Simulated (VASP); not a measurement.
Data:

```
AlTi
1.0
    2.73229     0.00000     0.00000
    0.00000     2.73229     0.00000
    0.00000     0.00000     3.93339
Ti Al
1 1
Direct
  0.00000   0.00000   0.00000
  0.50000   0.50000   0.50000
```

The numbers are results of PBEsol GGA, VASP's PBE PAW potentials (set 64) (plane waves; VASP), not measurements. Settings: 500 eV cut-off, 13×13×9 Γ-centred mesh, first-order Methfessel-Paxton smearing of 0.10 eV, potentials Ti_sv Al.

Energy and stress use the plane-wave basis of the starting cell.

Question: The ions, cell shape and volume at an external pressure of 20.0 GPa are relaxed. Predict the relaxed structure.

Answer: 
```
AlTi
1.0
    2.68102     0.00000     0.00000
    0.00000     2.68102     0.00000
    0.00000     0.00000     3.85993
Ti Al
1 1
Direct
  0.00000   0.00000   0.00000
  0.50000   0.50000   0.50000
```
Space group P4/mmm (123), at a tolerance of 0.03 Å.

Question: How do energy and volume change from the first to the last step?

Answer: The energy (σ→0) changes by +74.2 meV/atom and the volume by -5.5 %, in 3 ionic steps.

The compound is TiAl in the L1_0 structure. This run relaxes it under an external pressure of 20 GPa. Symmetry was kept, so distortions that lower it aren't found. The electron count is odd and the run is not spin-polarised, which forces a metal.
